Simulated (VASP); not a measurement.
# O on the Mg site in Mg (Magnesium), part 4 of 4

Wanted: what O on the Mg site costs in Mg (Magnesium) and how the lattice relaxes round it. The start is a cell from a database of measured crystal structures.

VASP 6.6.1, plane waves and PAW; the level of theory is named at each step.

So far. Step 5 (Relaxing the atoms): The run ended after 3 ionic steps, 0.006 eV below its first step, once the forces on the free atoms met EDIFFG = -0.03. Step 5 (Relaxing the atoms): Energy at zero smearing: -10.47916 eV.

## Step 6: The defect cell

This step: LDA; plane waves and PAW (O, Mg) (VASP 6.6.1).

System of this step: Mg35O (Magnesium). The cell holds 36 atoms: 1 O and 35 Mg. Its edges and angles: a = 9.420 Å, b = 9.420 Å, c = 10.028 Å, α = 90.0°, β = 90.0°, γ = 120.0°. It derives from Mg (Magnesium). Nearest the centre at fractional (0.222, 0.111, 0.375): O1 at 0.00 Å, Mg26 at 3.09 Å, Mg25 at 3.09 Å, Mg20 at 3.09 Å, Mg19 at 3.09 Å, Mg24 at 3.09 Å, Mg23 at 3.09 Å, Mg3 at 3.14 Å.

The host is treated as a metal, since its gap is under 0.3 eV or closed. The run keeps 12 symmetry operations, which cuts the number of k-points but bars distortions that break them. The atoms relax at the host's fixed cell.

File INCAR:

```
SYSTEM = Mg35O
PREC = Normal
ENCUT = 400
EDIFF = 1E-05
NELM = 120
ISMEAR = 1
SIGMA = 0.2
LREAL = Auto
ALGO = Fast
GGA = CA
NBANDS = 64
LORBIT = 11
LWAVE = .FALSE.
LCHARG = .TRUE.
KPAR = 4
LASPH = .TRUE.
IBRION = 2
NSW = 50
ISIF = 2
EDIFFG = -0.03
POTIM = 0.4
MAXMIX = 40
ISYM = 2
```

File POSCAR:

```
Mg35O
1.0
    9.4198691979      0.0000000000      0.0000000000
   -4.7099345991      8.1578460258      0.0000000000
    0.0000000000      0.0000000000     10.0283551358
O Mg
1 35
Direct
    0.2222222200      0.1111111100      0.3750000000
    0.2222222200      0.1111111100      0.8750000000
    0.2222222200      0.4444444400      0.3750000000
    0.2222222200      0.4444444400      0.8750000000
    0.2222222200      0.7777777800      0.3750000000
    0.2222222200      0.7777777800      0.8750000000
    0.5555555600      0.1111111100      0.3750000000
    0.5555555600      0.1111111100      0.8750000000
    0.5555555600      0.4444444400      0.3750000000
    0.5555555600      0.4444444400      0.8750000000
    0.5555555600      0.7777777800      0.3750000000
    0.5555555600      0.7777777800      0.8750000000
    0.8888888900      0.1111111100      0.3750000000
    0.8888888900      0.1111111100      0.8750000000
    0.8888888900      0.4444444400      0.3750000000
    0.8888888900      0.4444444400      0.8750000000
    0.8888888900      0.7777777800      0.3750000000
    0.8888888900      0.7777777800      0.8750000000
    0.1111111100      0.2222222200      0.1250000000
    0.1111111100      0.2222222200      0.6250000000
    0.1111111100      0.5555555600      0.1250000000
    0.1111111100      0.5555555600      0.6250000000
    0.1111111100      0.8888888900      0.1250000000
    0.1111111100      0.8888888900      0.6250000000
    0.4444444400      0.2222222200      0.1250000000
    0.4444444400      0.2222222200      0.6250000000
    0.4444444400      0.5555555600      0.1250000000
    0.4444444400      0.5555555600      0.6250000000
    0.4444444400      0.8888888900      0.1250000000
    0.4444444400      0.8888888900      0.6250000000
    0.7777777800      0.2222222200      0.1250000000
    0.7777777800      0.2222222200      0.6250000000
    0.7777777800      0.5555555600      0.1250000000
    0.7777777800      0.5555555600      0.6250000000
    0.7777777800      0.8888888900      0.1250000000
    0.7777777800      0.8888888900      0.6250000000
```

File KPOINTS:

```
Automatic mesh
0
Gamma
4 4 4
0 0 0
```

The projector-augmented-wave data sets are O and Mg (LDA family, release 64).

Run with:

```bash
$ mpirun -np 4 vasp_std
```

What it wrote:

```text
[banner, memory and clock lines left out]
running    4 mpi-ranks, on    1 nodes
 distrk:  each k-point on    1 cores,    4 groups
 distr:  one band on    1 cores,    1 groups

 POSCAR found type information on POSCAR O Mg
 POSCAR found :  2 types and      36 ions
 LDA part: xc-table for (Slater(with rela. corr.)+CA(PZ))
 , standard interpolation
 POSCAR, INCAR and KPOINTS ok, starting setup
 FFT: planning ... GRIDC
 FFT: planning ... GRID_SOFT
 FFT: planning ... GRID
 WAVECAR not read
 entering main loop
       N       E                     dE             d eps       ncg     rms          rms(c)
DAV:   1     0.873489867996E+02    0.87349E+02   -0.19554E+04  1536   0.718E+02
DAV:   2    -0.533541275568E+02   -0.14070E+03   -0.12740E+03  1888   0.995E+01
DAV:   3    -0.717097535272E+02   -0.18356E+02   -0.17698E+02  1928   0.287E+01
DAV:   4    -0.723296474139E+02   -0.61989E+00   -0.61795E+00  1840   0.525E+00
DAV:   5    -0.723342711505E+02   -0.46237E-02   -0.46226E-02  1824   0.574E-01    0.105E+01
RMM:   6    -0.725484541178E+02   -0.21418E+00   -0.78911E+00  1610   0.471E+00    0.205E+01
RMM:   7    -0.695684005740E+02    0.29801E+01   -0.81427E+00  1550   0.592E+00    0.377E+00
RMM:   8    -0.690112919246E+02    0.55711E+00   -0.33801E-01  1586   0.182E+00    0.192E+00
RMM:   9    -0.690276267199E+02   -0.16335E-01   -0.55620E-01  1720   0.113E+00    0.392E+00
RMM:  10    -0.688980085503E+02    0.12962E+00   -0.74133E-01  1734   0.153E+00    0.171E+00
RMM:  11    -0.688670392069E+02    0.30969E-01   -0.26942E-02  1578   0.368E-01    0.995E-01
RMM:  12    -0.688573374271E+02    0.97018E-02   -0.24073E-02  1587   0.328E-01    0.195E-01
RMM:  13    -0.688571405815E+02    0.19685E-03   -0.18728E-03  1539   0.837E-02    0.105E-01
RMM:  14    -0.688570282300E+02    0.11235E-03   -0.54518E-04  1408   0.327E-02    0.400E-02
RMM:  15    -0.688570451328E+02   -0.16903E-04   -0.10563E-04  1279   0.199E-02    0.550E-02
RMM:  16    -0.688570113730E+02    0.33760E-04   -0.10806E-04  1191   0.140E-02    0.864E-03
RMM:  17    -0.688570124261E+02   -0.10530E-05   -0.20275E-05   938   0.699E-03
   1 F= -.68857012E+02 E0= -.68855567E+02  d E =-.688570E+02
 curvature:   0.00 expect dE= 0.000E+00 dE for cont linesearch  0.000E+00
 trial: gam= 0.00000 g(F)=  0.576E-01 g(S)=  0.000E+00 ort = 0.000E+00 (trialstep = 0.100E+01)
 search vector abs. value=  0.576E-01
 bond charge predicted
       N       E                     dE             d eps       ncg     rms          rms(c)
DAV:   1    -0.689110013863E+02   -0.53990E-01   -0.10848E-01  1744   0.957E-01    0.767E-02
RMM:   2    -0.689117554691E+02   -0.75408E-03   -0.10072E-02  1536   0.282E-01    0.210E-01
RMM:   3    -0.689112060380E+02    0.54943E-03   -0.17955E-03  1536   0.118E-01    0.812E-02
RMM:   4    -0.689111859798E+02    0.20058E-04   -0.59086E-04  1563   0.598E-02    0.469E-02
RMM:   5    -0.689111522580E+02    0.33722E-04   -0.10570E-04  1389   0.253E-02    0.735E-03
RMM:   6    -0.689111518805E+02    0.37752E-06   -0.93480E-06   998   0.961E-03
   2 F= -.68911152E+02 E0= -.68909490E+02  d E =-.541395E-01
[...]
3 F= -.69030693E+02 E0= -.69028451E+02  d E =-.173680E+00
[...]
4 F= -.69073889E+02 E0= -.69070556E+02  d E =-.216876E+00
[...]
5 F= -.69089444E+02 E0= -.69086505E+02  d E =-.232431E+00
[...]
6 F= -.69095758E+02 E0= -.69092821E+02  d E =-.631410E-02
 trial-energy change:   -0.006314  1 .order   -0.006317   -0.007624   -0.005009
 step:   6.9436(harm=  6.9436)  dis= 0.02162  next Energy=   -69.100556 (dE=-0.111E-01)
 bond charge predicted
       N       E                     dE             d eps       ncg     rms          rms(c)
DAV:   1    -0.691008683308E+02   -0.51086E-02   -0.12745E-01  1624   0.107E+00    0.769E-02
RMM:   2    -0.691006582209E+02    0.21011E-03   -0.64117E-03  1536   0.233E-01    0.159E-02
RMM:   3    -0.691007370001E+02   -0.78779E-04   -0.70349E-04  1524   0.879E-02    0.132E-02
RMM:   4    -0.691007461346E+02   -0.91345E-05   -0.10636E-04  1525   0.371E-02    0.690E-03
RMM:   5    -0.691007484650E+02   -0.23304E-05   -0.25293E-05  1192   0.185E-02
   7 F= -.69100748E+02 E0= -.69097825E+02  d E =-.113046E-01
 curvature:  -3.63 expect dE=-0.925E-03 dE for cont linesearch -0.212E-05
 trial: gam= 0.06786 g(F)=  0.255E-03 g(S)=  0.000E+00 ort = 0.442E-04 (trialstep = 0.329E+01)
 search vector abs. value=  0.276E-03
 reached required accuracy - stopping structural energy minimisation
```

Run time: 4.5 min. Hardware: 4 MPI ranks of Intel Xeon Platinum 8259CL at 2.50GHz (Skylake/Cascade Lake), shared host; peak memory 1.9 GiB; 14 min of CPU time.

From OUTCAR (step 6):

```text
   NELECT =      76.0000    total number of electrons

 E-fermi :   2.6873

 k-point     1 :       0.0000    0.0000    0.0000
  band No.  band energies     occupation
    ...
     29       2.0890      2.00020
     30       2.1025      2.00028
     31       2.3525      2.03937
     32       2.3525      2.03937
     33       2.4141      2.06589
     34       2.8867     -0.04956
     35       2.9497     -0.06884
     36       3.1050     -0.01188
     37       3.1050     -0.01188
     38       3.1298     -0.00759
    ...

  Total       -5.4699268     -5.4699268     -5.5599061      0.0000000      0.0000000     -0.0000000
  in kB      -11.3721353    -11.3721353    -11.5592048      0.0000000      0.0000000     -0.0000000
  external PRESSURE =     -11.4344918 kB  Pullay stress =       0.0000000 kB

 POSITION                                       TOTAL-FORCE (eV/Angst)
 -----------------------------------------------------------------------------------
      1.56998      0.90643      3.76063        -0.000000     -0.000000     -0.000000
      1.56998      0.90643      8.77481        -0.000000     -0.000000     -0.000000
      0.06624      3.55457      3.76063         0.002313      0.020947     -0.000000
     -0.00903      3.60653      8.77481        -0.009690      0.006227     -0.000000
     -1.59847      6.43793      3.76063         0.019297     -0.008471     -0.000000
     -1.59110      6.34676      8.77481         0.000548     -0.011505     -0.000000
      4.61520      0.88463      3.76063         0.016984     -0.012476     -0.000000
      4.69784      0.92384      8.77481         0.010237      0.005278     -0.000000
      3.07371      3.55457      3.76063        -0.002313      0.020947     -0.000000
      3.14899      3.60653      8.77481         0.009690      0.006227     -0.000000
      1.56998      6.34499      3.76063        -0.000000     -0.000000     -0.000000
      1.56998      6.34499      8.77481        -0.000000     -0.000000     -0.000000
      7.94462      0.88463      3.76063        -0.016984     -0.012476     -0.000000
      7.86198      0.92384      8.77481        -0.010237      0.005278     -0.000000
      6.27991      3.62571      3.76063        -0.000000     -0.000000     -0.000000
      6.27991      3.62571      8.77481        -0.000000     -0.000000     -0.000000
      4.73843      6.43793      3.76063        -0.019297     -0.008471     -0.000000
      4.73106      6.34676      8.77481        -0.000548     -0.011505     -0.000000
      0.07346      1.77044      1.34612        -0.003315      0.001914      0.021091
      0.07346      1.77044      6.17515        -0.003315      0.001914     -0.021091
     -1.56956      4.53238      1.28177         0.002467      0.001424     -0.002192
     -1.56956      4.53238      6.23950         0.002467      0.001424      0.002192
     -3.13996      7.33624      1.34612         0.000000     -0.003827      0.021091
     -3.13996      7.33624      6.17515         0.000000     -0.003827     -0.021091
[...]
-----------------------------------------------------------------------------------
    total drift:                                0.000054     -0.000026      0.000000

  FREE ENERGIE OF THE ION-ELECTRON SYSTEM (eV)
  ---------------------------------------------------
  free  energy   TOTEN  =       -69.1007484650 eV

  energy  without entropy=      -69.0919768896  energy(sigma->0) =      -69.09782461

[... 7 parts as in an earlier step ...]

[... 11 further parts left out ...]
```

The run has no spin, yet a partly filled p shell of the light anion may carry a moment. The run keeps the 12 symmetry operations of its start, so it cannot find a distortion of lower symmetry.

Step by step:

```csv
step,energy less that of the first step (eV),largest force (eV/Å)
1,0.0000,0.3730
2,-0.0541,0.3306
3,-0.1737,0.2038
4,-0.2169,0.1241
5,-0.2324,0.0812
6,-0.2387,0.0525
7,-0.2437,0.0214
```

The atoms that moved most (Å):

```csv
atom,dx,dy,dz,length
Mg20,0.073,-0.042,-0.093,0.126
Mg19,0.073,-0.042,0.093,0.126
Mg24,0.000,0.085,-0.093,0.126
Mg23,0.000,0.085,0.093,0.126
Mg26,-0.073,-0.042,-0.093,0.126
Mg25,-0.073,-0.042,0.093,0.126
Mg5,-0.028,0.093,0.000,0.097
Mg17,0.028,0.093,0.000,0.097
```

Final coordinates:

```cif
data_structure
_symmetry_space_group_name_H-M 'P 1'
_symmetry_Int_Tables_number 1
_cell_length_a 9.4199
_cell_length_b 9.4199
_cell_length_c 10.0284
_cell_angle_alpha 90.000
_cell_angle_beta 90.000
_cell_angle_gamma 120.000
_cell_volume 770.64
loop_
_atom_site_label
_atom_site_type_symbol
_atom_site_fract_x
_atom_site_fract_y
_atom_site_fract_z
_atom_site_occupancy
O1 O 0.22222 0.11111 0.37500 1
Mg2 Mg 0.22222 0.11111 0.87500 1
Mg3 Mg 0.22489 0.43572 0.37500 1
Mg4 Mg 0.22009 0.44209 0.87500 1
Mg5 Mg 0.22489 0.78917 0.37500 1
Mg6 Mg 0.22009 0.77799 0.87500 1
Mg7 Mg 0.54416 0.10844 0.37500 1
Mg8 Mg 0.55534 0.11325 0.87500 1
Mg9 Mg 0.54416 0.43572 0.37500 1
Mg10 Mg 0.55534 0.44209 0.87500 1
Mg11 Mg 0.55556 0.77778 0.37500 1
Mg12 Mg 0.55556 0.77778 0.87500 1
Mg13 Mg 0.89761 0.10844 0.37500 1
Mg14 Mg 0.89124 0.11325 0.87500 1
Mg15 Mg 0.88889 0.44444 0.37500 1
Mg16 Mg 0.88889 0.44444 0.87500 1
Mg17 Mg 0.89761 0.78917 0.37500 1
Mg18 Mg 0.89124 0.77799 0.87500 1
Mg19 Mg 0.11631 0.21702 0.13423 1
Mg20 Mg 0.11631 0.21702 0.61577 1
Mg21 Mg 0.11117 0.55558 0.12781 1
Mg22 Mg 0.11117 0.55558 0.62219 1
Mg23 Mg 0.11631 0.89929 0.13423 1
Mg24 Mg 0.11631 0.89929 0.61577 1
Mg25 Mg 0.43405 0.21702 0.13423 1
Mg26 Mg 0.43405 0.21702 0.61577 1
Mg27 Mg 0.44466 0.55598 0.12494 1
Mg28 Mg 0.44466 0.55598 0.62506 1
Mg29 Mg 0.44466 0.88868 0.12494 1
Mg30 Mg 0.44466 0.88868 0.62506 1
Mg31 Mg 0.77775 0.22216 0.12781 1
Mg32 Mg 0.77775 0.22216 0.62219 1
Mg33 Mg 0.77775 0.55558 0.12781 1
Mg34 Mg 0.77775 0.55558 0.62219 1
Mg35 Mg 0.77736 0.88868 0.12494 1
Mg36 Mg 0.77736 0.88868 0.62506 1
```

Numbers from this step:

| Property | Result |
| --- | --- |
| electronic cycles | 51 |
| electrons | 76 |
| free energy (TOTEN) | -69.1007 eV |
| energy at zero smearing | -69.0978 eV |
| Fermi energy | 2.687 eV |

Valence density in the ab plane at fractional z = 0.375, through the centre, with atoms of O and Mg within 0.45 Å of it. It is the smooth field of the valence electrons, not physical close to the nuclei.

Ten steps, logarithmic in the rise over the least value, from '_' (0.0 e/Å³) to '@' (6.4 e/Å³), each cell a mean:
```
......::::::........................................
....................................................
............__....................................__
..........______............______............______
........________..........________..........________
........________..........______..........________..
........____..............____..............____....
....................................................
....................................................
....................................................
....................................................
............____..............__..............____..
..........______..........________..........______..
........________........________..........________..
........______..........______............______....
..........__............__..........................
....................................................
..............::::..................................
..........::====--::................................
........--**####++--........____................____
......--**@@@@%%++::......________..........________
....::++%%@@@@##==......________..........__________
....::++##%%**==::......______............________..
....::==++==--::....................................
```
Columns run along a (9.4 Å), rows up along b (9.4 Å). Atoms in or near the plane, at fractional coordinates: O at (0.22, 0.11), Mg at (0.22, 0.44), Mg at (0.22, 0.79), Mg at (0.54, 0.11), Mg at (0.54, 0.44), Mg at (0.56, 0.78), Mg at (0.90, 0.11), Mg at (0.89, 0.44), Mg at (0.90, 0.79).

The run ended after 7 ionic steps, 0.244 eV below its first step, once the forces on the free atoms met EDIFFG = -0.03.

The 12 first neighbours (Mg) lie 3.12 Å from the site on average (3.09 to 3.14) in the perfect crystal and 3.01 Å on average from the atom on it after the relaxation (-3.5 %).

## Step 7: Formation energies

This step: point defect, LDA; plane waves and PAW (VASP 6.6.1).

This step runs nothing: it gathers the runs above.

This step gave:

```
formation energy of the neutral defect : -0.5155 eV
```

Formation energy:

```csv
formation energy (eV),largest move (Å)
-0.5155,0.1256
```

The formation energy is the energy of the relaxed defect cell less that of the perfect cell, with each removed atom booked to its reference and each added atom taken from it.

References, in eV an atom: O -5.240 (O2 molecule) and Mg -1.810 (the host). They were run at the supercell's cutoff and functional, without U, and count both elements from their own phases.

## Step 8: Outcome

```yaml
formation_energy_at_charge_0: -0.516 eV
```

**Reading.** O on the Mg site costs -0.52 eV, with every exchanged atom at the energy of its element. The 12 first neighbours (Mg) lie 3.12 Å from the site on average (3.09 to 3.14) in the perfect crystal and 3.01 Å on average from the atom on it after the relaxation (-3.5 %). The neutral formation energy is negative against the pure elements. These references then lie outside the range where the host is stable, or the host takes the defect up of itself. Semilocal functionals overbind O2, which shifts every energy that exchanges oxygen. With metallic smearing the value can move by tenths of an eV with the k mesh. The supercell of 36 atoms is small, so interactions between images remain.

[Lines on the potential files, build, host, timing and source positions are cut from VASP's logs without a mark.]

[Logs are printed without paths, hosts, clocks, repeated set-up lines and the standing remarks that a program may print on its own settings, such as how far it seeks lower states.]

[Hosts, paths, dates, database ids (printed as entryN), source tags and the programs' standing remarks are cut or masked in the printed files.]

[In band tables of VASP the shares of atoms and orbitals are scaled to a sum of 1 inside the atoms' spheres.]

[Runs that stopped without an error message from VASP are left out.]
